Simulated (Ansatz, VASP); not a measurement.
# WSO (2H-WOS, 1 layer): VASP beside Ansatz

Aim: how closely do two programs agree when they are given the same cell, functional and k mesh? Of the first pair: The structure shown is the start of the Ansatz relaxation below; VASP solves that cell, so the two are compared at the walk's first step.

Program: Ansatz 0.2.0. Level of theory: plane waves, with VASP 6.6.1 beside it; single point at PBE. Results are calculated unless marked as measured.

### Step 1. Set-up

The cell holds 3 atoms: 1 S, 1 W and 1 O. Cell: a = 3.053 Å, b = 3.053 Å, c = 18.022 Å, α = 90.0°, β = 90.0°, γ = 120.0°. Vacuum lies along c.

### Step 2. Ansatz: relaxation, PBE

Ansatz runs on its default PAW (the set named soft_2) files.

The two programs are compared at the cell with which this relaxation starts, whose forces are those of its first step.

input.yaml

```yaml
crystal:
  lattice:
    - [3.052956, 0.0, 0.0]
    - [-1.526478, 2.6439374526, 0.0]
    - [0.0, 0.0, 18.022203858]
  atoms:
    - { symbol: S, position: [0.3333333333, 0.6666666667, 0.4161533217] }
    - { symbol: W, position: [0.0, 0.0, 0.5167050466] }
    - { symbol: O, position: [0.3333333333, 0.6666666667, 0.5838466783] }
kpoints:
  mp_grid: { grid: [12, 12, 1] }
hamiltonian:
  xc: pbe
scf:
  occupations: { method: fermi_dirac, width: 0.05 }
  convergence: { dr2_threshold: 1.0e-08 }
efield:
  axis: 3
  dipole_correction: true
  ramp_position: 0.97
  ramp_width: 0.04
relax:
  f_tol: 0.01
  cell: { fix: [c, alpha, beta] }
output:
  write_potential: true
  write_density: true
  volumetric_format: npy
```

On the command line:

```sh
> ansatz run input.yaml --threads 2 --pin off --max-ram 4096MiB --backend cpu --events-out ev --progress --plain --runs-dir out
```

Numbers of over 12 decimals in the logs are rounded to 6 here.

Output:

```text
Warning: relax.cell: scf.convergence.dr2_threshold = 1e-8 eV is looser than the 3e-10 eV advised for a relaxation that steers and ends on the stress (1e-10 eV for each atom of the cell: 3). What an SCF threshold leaves in a stress goes as its square root, and in the free energy as the threshold itself, and one threshold admits the most on a small cell: [figures from the program's tests cut] Set scf.convergence.dr2_threshold to 3e-10 eV or tighter. The threshold is an SCF's pass mark: one that does not reach it within its budget of iterations ends unconverged, or closes short of it on a stop that the run arms, and scf.convergence.dr2_threshold's page says what that costs each kind of run
Engine: ansatz 0.2.0, aarch64-unknown-linux-gnu
Pseudopotentials: kind: paw
Pseudopotential: S, paw, valence charge 6, recommended cutoff 420 eV (normal), S.paw.azcp
Pseudopotential: W, paw, valence charge 14, recommended cutoff 420 eV (normal), W.paw.azcp
Pseudopotential: O, paw, valence charge 6, recommended cutoff 420 eV (normal), O.paw.azcp
Functional definition: PBE
  parameter kappa = 0.804
  parameter beta = 0.066725
  exchange = pbe_x(kappa = kappa, mu = beta*pi^2/3)
  correlation = pbe_c(beta = beta)
Crystal: 3 atoms, lattice volume = 145.472 Å³
Basis set: ecut = 420 eV, 2821 PW (Γ), exchange–correlation on 48×48×250 points (8 copies of the dense FFT grid, shifted against one another)
Bands: 17, of which v1, the nominal top of the filled ones, is band 13 counted from 1 (12 counted from 0)
Symmetry: 6 space group operations
Space group: P3m1 (ITA 156), of the structure as read, at distance tolerance 5.3e-5 Å
k-points: 19 of 144 (time reversal used)
Non-local potential: S, projectors of the file, l = 0: 2, l = 1: 2, l = 2: 2
Non-local potential: W, projectors of the file, l = 0: 3, l = 1: 2, l = 2: 2, l = 3: 1
Non-local potential: O, projectors of the file, l = 0: 2, l = 1: 2, l = 2: 1
PAW form: soft (Blöchl's): semilocal exchange-correlation on the pseudo side does not see the compensation charge
PAW one-centre angular grid: S, 110 points (default); XC on 64 Gauss nodes
PAW one-centre angular grid: W, 590 points (default); XC on 64 Gauss nodes
PAW one-centre angular grid: O, 110 points (default); XC on 64 Gauss nodes
Initial density: superposition of atomic densities (neutral atoms: chi_scale 0, normalization atom), corrected by the library's trained network
Initial wavefunctions: pseudopotential atomic-orbital guess
Functional: x = pbe(κ = 0.804, μ = 0.219515), c = pbe(β = 0.066725)
SCF iter   1: F=—  HF=-11855.274497 eV  |F-HF|=—  |Δ(HF+E_count)|=         —  Δρ=4.17e-3  dr2=2.89e-2  ethr=1.77e-3  p=-0.072 e·Å  D=-8.97e-2 V/Å  ΔV_dip=1.62 eV  dr2_dipole=5.35e-4  V_vac-E_F(+/−)=6.21/4.59 eV  ⟨swp⟩=9.2  Hψ=2241  notcnv=0
efield: sawtooth ramp at fractional position 0.9700 (set: `efield.ramp_position`, or a place that a band, a saddle search or an elastic batch's reference lends), width 0.0400; the density the first Hamiltonian is built on has a dipole p = -0.072 e·Å; the dipole correction subtracts the counter field D = -8.97e-2 V/Å, which shifts the + side's vacuum level by +1.62 eV against the − side's; the planar-averaged density in the ramp window peaks in size at 4.5e-5 e/Å³
preconditioner: auto → none  [insulator: Δε(μ)=1.435 eV  Ē_g=9.228 eV  σ=0.050 eV  W_gap=1.00  n_scr=10 (ndim 8)  ℏωp=13.1 eV  f_vac=0.659  D(μ)=0.00/eV (n_scr^D=0)  ε∞_Penn≈3.0]
SCF iter   2: F=—  HF=-11855.288132 eV  |F-HF|=—  |Δ(HF+E_count)|=   1.36e-2  Δρ=5.18e-3  dr2=9.78e-2  ethr=1.11e-4  p=-0.057 e·Å  D=-7.15e-2 V/Å  ΔV_dip=1.29 eV  dr2_dipole=1.95e-2  V_vac-E_F(+/−)=5.81/4.52 eV  ⟨swp⟩=3.9  Hψ=959  notcnv=0
SCF iter   3: F=—  HF=-11855.286635 eV  |F-HF|=—  |Δ(HF+E_count)|=   1.50e-3  Δρ=3.89e-3  dr2=1.10e-1  ethr=1.11e-4  p=-0.092 e·Å  D=-1.14e-1 V/Å  ΔV_dip=2.06 eV  dr2_dipole=2.45e-2  V_vac-E_F(+/−)=6.16/4.10 eV  ⟨swp⟩=3.0  Hψ=653  notcnv=0
SCF iter   4: F=—  HF=-11855.280787 eV  |F-HF|=—  |Δ(HF+E_count)|=   5.85e-3  Δρ=2.90e-3  dr2=4.63e-2  ethr=1.11e-4  p=-0.087 e·Å  D=-1.08e-1 V/Å  ΔV_dip=1.94 eV  dr2_dipole=1.02e-2  V_vac-E_F(+/−)=6.13/4.19 eV  ⟨swp⟩=1.0  Hψ=459  notcnv=0
SCF iter   5: F=—  HF=-11855.277186 eV  |F-HF|=—  |Δ(HF+E_count)|=   3.60e-3  Δρ=8.79e-4  dr2=2.79e-3  ethr=1.11e-4  p=-0.080 e·Å  D=-9.94e-2 V/Å  ΔV_dip=1.79 eV  dr2_dipole=5.12e-4  V_vac-E_F(+/−)=6.05/4.26 eV  ⟨swp⟩=2.0  Hψ=422  notcnv=0
SCF iter   6: F=—  HF=-11855.277224 eV  |F-HF|=—  |Δ(HF+E_count)|=   3.72e-5  Δρ=1.75e-4  dr2=4.08e-5  ethr=1.07e-5  p=-0.079 e·Å  D=-9.88e-2 V/Å  ΔV_dip=1.78 eV  dr2_dipole=6.46e-6  V_vac-E_F(+/−)=6.04/4.26 eV  ⟨swp⟩=2.0  Hψ=379  notcnv=0
[...]
SCF iter   4: F=—  HF=-11855.679380 eV  |F-HF|=—  |Δ(HF+E_count)|=   2.28e-6  Δρ=4.51e-5  dr2=3.18e-6  ethr=9.34e-8  p=-0.070 e·Å  D=-8.97e-2 V/Å  ΔV_dip=1.62 eV  dr2_dipole=1.56e-8  V_vac-E_F(+/−)=5.66/4.04 eV  ⟨swp⟩=2.1  Hψ=403  notcnv=0
SCF iter   5: F=—  HF=-11855.679348 eV  |F-HF|=—  |Δ(HF+E_count)|=   3.23e-5  Δρ=1.42e-5  dr2=1.03e-7  ethr=1.22e-8  p=-0.070 e·Å  D=-8.96e-2 V/Å  ΔV_dip=1.62 eV  dr2_dipole=2.38e-11  V_vac-E_F(+/−)=5.66/4.04 eV  ⟨swp⟩=2.2  Hψ=486  notcnv=0
[...]
Initial wavefunctions: pseudopotential atomic-orbital guess (no wavefunctions were taken with the density)
iter 1 solved again at ethr=6.90e-7 eV; its pass at ethr=3.10e-3 eV (dr2=1.79e-4 eV) is discarded
SCF iter   1: F=—  HF=-11855.677248 eV  |F-HF|=—  |Δ(HF+E_count)|=         —  Δρ=9.30e-5  dr2=1.93e-6  ethr=6.90e-7  p=-0.070 e·Å  D=-8.96e-2 V/Å  ΔV_dip=1.61 eV  dr2_dipole=1.11e-8  V_vac-E_F(+/−)=5.66/4.04 eV  ⟨swp⟩=4.2  Hψ=3398  notcnv=0
efield: sawtooth ramp at fractional position 0.9700 (set: `efield.ramp_position`, or a place that a band, a saddle search or an elastic batch's reference lends), width 0.0400; the density the first Hamiltonian is built on has a dipole p = -0.070 e·Å; the dipole correction subtracts the counter field D = -8.96e-2 V/Å, which shifts the + side's vacuum level by +1.61 eV against the − side's; the planar-averaged density in the ramp window peaks in size at 4.2e-6 e/Å³
SCF iter   2: F=—  HF=-11855.677276 eV  |F-HF|=—  |Δ(HF+E_count)|=   2.77e-5  Δρ=5.19e-5  dr2=3.46e-6  ethr=7.43e-9  p=-0.070 e·Å  D=-8.95e-2 V/Å  ΔV_dip=1.61 eV  dr2_dipole=4.48e-7  V_vac-E_F(+/−)=5.66/4.04 eV  ⟨swp⟩=3.7  Hψ=752  notcnv=0
SCF iter   3: F=—  HF=-11855.677277 eV  |F-HF|=—  |Δ(HF+E_count)|=   1.20e-6  Δρ=4.98e-5  dr2=1.03e-5  ethr=7.43e-9  p=-0.070 e·Å  D=-8.99e-2 V/Å  ΔV_dip=1.62 eV  dr2_dipole=2.39e-6  V_vac-E_F(+/−)=5.66/4.04 eV  ⟨swp⟩=2.5  Hψ=505  notcnv=0  recentre
SCF iter   4: F=—  HF=-11855.677276 eV  |F-HF|=—  |Δ(HF+E_count)|=   9.57e-7  Δρ=1.90e-5  dr2=1.08e-6  ethr=7.43e-9  p=-0.070 e·Å  D=-8.95e-2 V/Å  ΔV_dip=1.61 eV  dr2_dipole=1.56e-7  V_vac-E_F(+/−)=5.66/4.04 eV  ⟨swp⟩=2.6  Hψ=486  notcnv=0
SCF iter   5: F=—  HF=-11855.677276 eV  |F-HF|=—  |Δ(HF+E_count)|=   4.64e-8  Δρ=5.89e-6  dr2=1.64e-8  ethr=4.14e-9  p=-0.070 e·Å  D=-8.96e-2 V/Å  ΔV_dip=1.62 eV  dr2_dipole=9.82e-10  V_vac-E_F(+/−)=5.66/4.04 eV  ⟨swp⟩=2.0  Hψ=373  notcnv=0
SCF iter   6: F=-11855.677276 eV  HF=-11855.677276 eV  |F-HF|=7.82e-10  |Δ(HF+E_count)|=   9.86e-9  Δρ=2.05e-6  dr2=1.80e-9  ethr=3.85e-11  p=-0.070 e·Å  D=-8.96e-2 V/Å  ΔV_dip=1.61 eV  dr2_dipole=1.75e-11  V_vac-E_F(+/−)=5.66/4.04 eV  ⟨swp⟩=13.6  Hψ=2895  notcnv=0
SCF 6 converged in 6 iterations: F = -11855.677276 eV  dr2 = 1.80e-9
relax step   6: F+E_penalty+E_count = -11855.67727642 eV  Δ(F+E_penalty+E_count) = +2.072e-3 eV  max|allowed force component| = 1.709e-3 eV/Å  Δτ_max = 0.0000 Å  P = -0.028 GPa  Ω = 141.060 Å³  fix = [c, alpha, beta]  reactions: c -0.001 GPa  stress off target by 4.19e-2 GPa on what of the cell is left free  SCF on the basis re-selected at this cell (its energy is not comparable with the rows above)  (6 SCF iters)
basis re-selected at this cell: Δ(F+E_penalty+E_count) = +2.072e-3 eV, ΔP = -0.026 GPa vs the last step (what re-selecting the basis moved, of the pressure what is left beyond the Pulay correction that the steps carried, after the strain that the cell walked since its last selection, with what the two solves' SCF thresholds leave and, on support functions, any second-order correction that the steps lacked; it is no m [...]
WARN: The output density's exchange-correlation potential varies sharply where the density is thin. Do not read a vacuum level from v_tot or v_xc, or from such a field of the output density. On a cell that repeats whose density bears no net charge and no dipole along the vacuum's axis use v_es (v_loc + v_h of the components); under efield.dipole_correction with no amplitude use v_es + v_field, which holds any externa [...]
SCF converged after 6 iterations
Free energy (F): -11855.677276 eV
Harris-Foulkes:  -11855.677276 eV  (|F-HF|=7.82e-10)
Internal energy: -11855.677276 eV  (E = F + TS)
E sigma→0 (E₀):  -11855.677276 eV
Fermi energy:    0.694514 eV
Dipole field:    D = -0.089606 V/Å  (p = -0.069852 e·Å, saw-weighted, corrected)
Work function:   Φ+ = 5.6571 eV   Φ− = 4.0421 eV
Levels:          The Fermi level and band energies are counted from a zero that moves with the ramp; work functions are not
--- Per-component energies (eV) ---
  E_band       = -511.853556
  E_kinetic    = 732.587950
  E_local      = -15997.416268  (includes V_loc(G=0)·N_el)
  E_nonlocal   = 76.055705
  E_hartree    = 7630.884988
  E_xc         = -438.059714
  E_vxc        = -420.669290  (∫ρ·V_xc dr)
  E_paw        = -9320.188225  (= ΣΔE_a)
  E_vpaw       = -164.955242  (= ΣTr[D̂ρ^β])
  E_aug_tail   = 0.002362  (compensation charges beyond the density's cutoff)
  E_efield     = 0.003130  (sawtooth field / dipole correction)
  E_vefield    = 0.772026  (∫n·V_field dr)
  E_ewald      = 5460.452796
  E_smearing   = -0.000000  (= −TS)
  E_closure    = -0.000000  (closes the sum)
  Σ components = -11855.677276   (vs F -11855.677276, Δ=0.00e0)
--- Forces (eV/Å), atoms counted from 1 ---
  atom   1  S     -0.00000000     0.00000000     0.00100447
  atom   2  W      0.00000000    -0.00000000    -0.00170299
  atom   3  O      0.00000000    -0.00000000     0.00071632
  max |Σ_I F_I| component: 1.78e-5 eV/Å
--- Stress (GPa, compression-positive) ---
       -0.041943       0.000000       0.000000
        0.000000      -0.041943       0.000000
        0.000000       0.000000      -0.000878
  P = ⅓ Tr σ = -0.0283 GPa (-0.283 kbar)
--- Band table (eV; the first three rows and the last of 19) ---
  k-point 0: bands = [... 9 lower, -3.5557, -2.2993, -2.2993, -0.0669, 2.2641, 2.2641, 2.7906, 2.7906]
  k-point 1: bands = [... 9 lower, -3.5515, -2.5422, -2.4088, -0.1968, 2.1511, 2.2703, 2.5977, 2.9352]
  k-point 2: bands = [... 9 lower, -3.8948, -2.8544, -2.6116, -0.6512, 1.9681, 2.2315, 2.5222, 3.3626]
  k-point 18: bands = [... 9 lower, -5.1002, -4.2749, -3.2729, -1.0182, 1.4765, 3.0605, 3.9123, 4.6610]
--- Relaxed structure (5 steps of the walk, 5 accepted, 1 SCFs on fresh bases) ---
  F+E_penalty+E_count = -11855.67727642 eV   max|allowed force component| = 1.709e-3 eV/Å   (the final SCF, on the basis selected at the relaxed cell)
  cell:  # Å, volume = 141.0602 Å³
    - [3.006304, 0, 0]
    - [-1.503152, 2.603536, 0]
    - [0, 0, 18.022203858]
  atoms:
    - { symbol: S, position: [0.333333, 0.666667, 0.423551] }
    - { symbol: W, position: [-3.1026769125238106e-19, -3.762796953775371e-17, 0.514245] }
    - { symbol: O, position: [0.333333, 0.666667, 0.578909] }
```

The column dr2 measures how far the density is from self-consistency, as an energy; F and HF (Harris–Foulkes) agree once it is small.

### Step 3. VASP: single point, PBE, start cell, pair 1

The same cell, functional, mesh and smearing now go to VASP, with its own data sets.

Lines of VASP's logs that name or quote its potential files are left out, and so is its time.

INCAR

```
SYSTEM = WSO
PREC = Accurate
ENCUT = 520
EDIFF = 1E-06
NELM = 120
ISMEAR = -1
SIGMA = 0.05
LREAL = .FALSE.
ALGO = Normal
GGA = PE
NBANDS = 15
LASPH = .TRUE.
LORBIT = 11
LWAVE = .FALSE.
LCHARG = .FALSE.
ISIF = 2
LDIPOL = .TRUE.
IDIPOL = 3
DIPOL = 0.5 0.5 0.506
LVHAR = .TRUE.
GGA_COMPAT = .FALSE.
EFERMI = MIDGAP
NELMDL = -8
```

POSCAR

```
WSO
1.0
    3.0529560000      0.0000000000      0.0000000000
   -1.5264780000      2.6439370000      0.0000000000
    0.0000000000      0.0000000000     18.0222040000
S W O
1 1 1
Direct
    0.3333333964      0.6666667927      0.4161533184
    0.0000000631      0.0000001260      0.5167050600
    0.3333333964      0.6666667927      0.5838466816
```

KPOINTS

```
Automatic mesh
0
Gamma
12 12 1
0 0 0
```

The projector-augmented-wave data sets are S, W and O (PBE family, release 64).

On the command line:

```sh
> mpirun -np 1 vasp_std
```

Output:

```text
[banner, memory and clock lines left out]
running    1 mpi-ranks, on    1 nodes
 distrk:  each k-point on    1 cores,    1 groups
 distr:  one band on    1 cores,    1 groups

 POSCAR found type information on POSCAR S W O
 POSCAR found :  3 types and       3 ions
 LDA part: xc-table for (Slater+PW92), standard interpolation
 POSCAR, INCAR and KPOINTS ok, starting setup
 FFT: planning ... GRIDC
 FFT: planning ... GRID_SOFT
 FFT: planning ... GRID
 WAVECAR not read
 entering main loop
       N       E                     dE             d eps       ncg     rms          rms(c)
DAV:   1     0.133106900142E+03    0.13311E+03   -0.69153E+03   570   0.928E+02
DAV:   2    -0.126752953041E+02   -0.14578E+03   -0.13468E+03   894   0.212E+02
DAV:   3    -0.286372583906E+02   -0.15962E+02   -0.15767E+02   808   0.810E+01
DAV:   4    -0.289276949317E+02   -0.29044E+00   -0.28907E+00   697   0.123E+01
DAV:   5    -0.289334943762E+02   -0.57994E-02   -0.57976E-02   810   0.157E+00
DAV:   6    -0.289336842397E+02   -0.18986E-03   -0.18986E-03   747   0.272E-01
DAV:   7    -0.289336902606E+02   -0.60209E-05   -0.60209E-05   831   0.444E-02
DAV:   8    -0.289336905649E+02   -0.30423E-06   -0.30424E-06   712   0.925E-03    0.261E+01
DAV:   9    -0.261579465474E+02    0.27757E+01   -0.12831E+01   820   0.313E+01    0.988E+00
DAV:  10    -0.257833494652E+02    0.37460E+00   -0.38750E+00   741   0.192E+01    0.846E+00
DAV:  11    -0.255070707069E+02    0.27628E+00   -0.71657E-01   724   0.797E+00    0.124E+00
DAV:  12    -0.254957015334E+02    0.11369E-01   -0.98564E-02   780   0.301E+00    0.543E-01
DAV:  13    -0.254951575333E+02    0.54400E-03   -0.11747E-02   759   0.913E-01    0.472E-01
DAV:  14    -0.254942031051E+02    0.95443E-03   -0.32018E-03   822   0.413E-01    0.227E-01
[...]
DAV:  20    -0.254938736999E+02   -0.17221E-04   -0.91926E-06   724   0.234E-02    0.894E-03
DAV:  21    -0.254938882569E+02   -0.14557E-04   -0.19345E-06   693   0.146E-02    0.497E-03
DAV:  22    -0.254939115429E+02   -0.23286E-04   -0.14992E-06   663   0.699E-03    0.312E-03
DAV:  23    -0.254939169644E+02   -0.54215E-05   -0.57741E-07   667   0.358E-03    0.110E-03
DAV:  24    -0.254939238660E+02   -0.69016E-05   -0.24128E-07   608   0.260E-03    0.683E-04
DAV:  25    -0.254939263321E+02   -0.24661E-05   -0.10723E-07   579   0.175E-03    0.262E-04
DAV:  26    -0.254939290145E+02   -0.26824E-05   -0.16133E-07   531   0.163E-03    0.109E-03
DAV:  27    -0.254939294349E+02   -0.42038E-06   -0.24135E-08   607   0.870E-04
   1 F= -.25493929E+02 E0= -.25493929E+02  d E =-.796701E-07
```

OUTCAR, selected parts (step 3):

```text
ion  position               nearest neighbor table
   1  0.333  0.667  0.416-   2 2.53   2 2.53   2 2.53
   2  0.000  0.000  0.517-   3 2.14   3 2.14   3 2.14   1 2.53   1 2.53   1 2.53
   3  0.333  0.667  0.584-   2 2.14   2 2.14   2 2.14

  LATTYP: Found a hexagonal cell.
 ALAT       =     3.0529560000
 C/A-ratio  =     5.9031980808

 Subroutine GETGRP returns: Found  6 space group operations
 (whereof  6 operations were pure point group operations)

The static configuration has the point symmetry C_3v.

 Found     19 irreducible k-points:

   k-points           NKPTS =     19   k-points in BZ     NKDIM =     19   number of bands    NBANDS=     15

   dimension x,y,z NGX =    24 NGY =   24 NGZ =  140
   dimension x,y,z NGXF=    48 NGYF=   48 NGZF=  280

   ENCUT  =  520.0 eV  38.22 Ry    6.18 a.u.   5.68  5.68 33.51*2*pi/ulx,y,z

   NELECT =      18.0000    total number of electrons

 k-points in reciprocal lattice and weights: Automatic mesh
   0.00000000  0.00000000  0.00000000       0.007
   0.08333333 -0.00000000  0.00000000       0.042
   0.16666667  0.00000000  0.00000000       0.042
   0.25000000  0.00000000  0.00000000       0.042
   0.33333333  0.00000000  0.00000000       0.042
   0.41666667  0.00000000  0.00000000       0.042
   0.50000000  0.00000000  0.00000000       0.021
   0.08333333  0.08333333  0.00000000       0.042
   0.16666667  0.08333333  0.00000000       0.083
[...]
0.33333333  0.25000000  0.00000000       0.083
   0.33333333  0.33333333  0.00000000       0.014

 dipolmoment           0.000000      0.000000      0.084205 electrons x Angstroem

 average (electrostatic) potential at core
       1 -94.4087       2 -49.1858       3 -78.3352

 E-fermi :  -1.7489

 k-point     1 :       0.0000    0.0000    0.0000
  band No.  band energies     occupation
    ...
      5      -6.9466      2.00000
      6      -5.8815      2.00000
      7      -3.7718      2.00000
      8      -3.7718      2.00000
      9      -2.4067      2.00000
     10      -0.1610      0.00000
     11      -0.1610      0.00000
     12       0.2142      0.00000
     13       0.2142      0.00000
     14       1.1157      0.00000
    ...

 k-point     2 :       0.0833   -0.0000    0.0000
  band No.  band energies     occupation
    ...
      5      -6.8988      2.00000
      6      -5.7979      2.00000
      7      -4.0883      2.00000
      8      -3.8593      2.00000
      9      -2.5053      2.00000
     10      -0.3933      0.00000
     11      -0.2353      0.00000
     12       0.1142      0.00000
     13       0.3995      0.00000
     14       1.4855      0.00000
    ...

 k-point     3 :       0.1667    0.0000    0.0000
  band No.  band energies     occupation
    ...
      5      -6.8014      2.00000
      6      -5.7730      2.00000
      7      -4.8056      2.00000
      8      -4.0223      2.00000
      9      -2.8791      2.00000
     10      -0.7464      0.00000
     11      -0.3329      0.00000
     12       0.1727      0.00000
     13       0.7878      0.00000
     14       2.1500      0.00000
    ...

  Total       -4.0913192     -4.0913178     -7.4754865      0.0000000     -0.0000000     -0.0000000
  in kB      -45.0603327    -45.0603173    -82.3323463      0.0000000     -0.0000000     -0.0000000
  external PRESSURE =     -57.4843321 kB  Pullay stress =       0.0000000 kB

  energy-cutoff  :      520.00
  volume of cell :      145.47
      direct lattice vectors                 reciprocal lattice vectors
     3.052956000  0.000000000  0.000000000     0.327551396  0.189111919  0.000000000
    -1.526478000  2.643937000  0.000000000     0.000000000  0.378223838  0.000000000
     0.000000000  0.000000000 18.022204000     0.000000000  0.000000000  0.055487109

 POSITION                                       TOTAL-FORCE (eV/Angst)
 -----------------------------------------------------------------------------------
      0.00000      1.76262      7.50000         0.000000      0.000000      3.191051
      0.00000      0.00000      9.31216         0.000000     -0.000000     -1.821513
      0.00000      1.76262     10.52220        -0.000000      0.000000     -1.369538
 -----------------------------------------------------------------------------------
    total drift:                               -0.000000     -0.000566     -0.000026

  FREE ENERGIE OF THE ION-ELECTRON SYSTEM (eV)
  ---------------------------------------------------
  free  energy   TOTEN  =       -25.4939294349 eV

  energy  without entropy=      -25.4939293552  energy(sigma->0) =      -25.49392940

 vacuum level on the upper side and lower side of the slab         4.376         2.489

 total charge
# of ion       s       p       d       tot
------------------------------------------
    1        1.370   2.283   0.000   3.653
    2        0.511   0.647   3.968   5.126
    3        1.577   3.350   0.000   4.927
--------------------------------------------------
tot          3.458   6.279   3.968  13.705

[... 3 further parts left out ...]
```

This run has no spin polarisation, so a moment on W, if there is one, isn't seen.

(Continued in part 2 of 2.)

[Lines on the potential files, build, host, timing and source positions are cut from VASP's logs without a mark.]

[Logs are printed without paths, hosts, clocks, repeated set-up lines and the standing remarks that a program may print on its own settings, such as how far it seeks lower states.]

[Hosts, paths, dates, database ids (printed as entryN), source tags and the programs' standing remarks are cut or masked in the printed files.]
